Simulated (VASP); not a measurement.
VASP input:

INCAR:
```
SIGMA=0.01
ALGO=Normal
NELM=100   # most electronic steps
LMAXMIX=4   # l cut-off of mixed one-centre charges
LASPH=T
HFRCUT=-1
ISMEAR=0   # Gaussian
SYSTEM=ZnSe
EDIFF=1E-6   # SCF stop (eV)
ISYM=3
AEXX=0.25
ISIF=2   # forces and stress, cell fixed
PRECFOCK=Fast
LREAL=F
LCHARG=F
LHFCALC=T
GGA=PE   # PBE
LWAVE=F
ENCUT=300
PREC=Accurate
```

File KPOINTS:
```
Automatic mesh
0
Gamma
4 4 4
0 0 0
```

### POSCAR
```
ZnSe
2.8324450
  0.0000000000   1.0000000000   1.0000000000
  1.0000000000   0.0000000000   1.0000000000
  1.0000000000   1.0000000000   0.0000000000
Zn Se
1 1
Direct
  0.0000000000   0.0000000000   0.0000000000
  0.7500000000   0.7500000000   0.7500000000
```

POTCAR, in this order: Zn Se (PBE.64 set). Program: vasp_std.

Problem. Write an equivalent input for Ansatz.

Solution. One equivalent input (not run):
Ansatz 0.2 input:
```yaml
crystal:
  lattice:
    - [0.0000000, 2.8324450, 2.8324450]
    - [2.8324450, 0.0000000, 2.8324450]
    - [2.8324450, 2.8324450, 0.0000000]
  atoms:
    - { symbol: Zn, position: [0.0000000, 0.0000000, 0.0000000] }
    - { symbol: Se, position: [0.7500000, 0.7500000, 0.7500000] }
kpoints:
  mp_grid: { grid: [4, 4, 4] }
hamiltonian:
  xc: pbe0
  pseudopotentials: { kind: paw }
scf:
  occupations: { method: gaussian, width: 0.01 }
  max_iter: 100
output: { forces: true, stress: true, eigenvalues: true }
```
The two are equivalent in intent, not identical: each code has its own PAW files, so the cut-off isn't converted (ENCUT is set for VASP's; basis.ecutwfc is left out, and Ansatz then takes the one that its files recommend); Ansatz stops its SCF on the density residual and VASP on the energy change (EDIFF).

The structure comes from a computed database's ZnSe entry; how it stands against other phases isn't given here. The cell was not relaxed at this level. The k-mesh is coarse (spacing up to 0.48 per Å, 2π included), so the numbers may not be converged in it. The run is one of a series of settings (AEXX = 0.25, HFRCUT = -1, ISYM = 3, LHFCALC = .TRUE., PRECFOCK = Fast, KPOINTS 4×4×4 Γ-centred mesh against the base run), some of them coarse on purpose.
